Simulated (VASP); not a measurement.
Given:

```
Rh
1.0
    0.00000     1.90000     1.90000
    1.90000     0.00000     1.90000
    1.90000     1.90000     0.00000
Rh
1
Direct
  0.00000   0.00000   0.00000
```

Calculation: LDA (Ceperley-Alder, Perdew-Zunger), VASP's LDA PAW potentials (set 64) (plane waves; VASP 6.6.1). Numerical set-up: 520 eV cut-off, 15×15×15 Γ-centred mesh, first-order Methfessel-Paxton smearing of 0.10 eV, potentials Rh_pv.

Energy and stress use the plane-wave basis of the starting cell.

### Question
The ions, cell shape and volume are relaxed. Give the cell that the relaxation ends in.

### Answer

```
Rh
1.0
    0.00000     1.87843     1.87843
    1.87843     0.00000     1.87843
    1.87843     1.87843     0.00000
Rh
1
Direct
  0.00000   0.00000   0.00000
```
Space group Fm-3m (225), at a tolerance of 0.03 Å.

### Question
How do energy and volume change from the first to the last step?

### Answer
The energy (σ→0) changes by -14.8 meV/atom and the volume by -3.4 %, in 4 ionic steps.

The compound is Rh in the fcc structure. This run relaxes it. Symmetry was kept, so distortions that lower it aren't found.
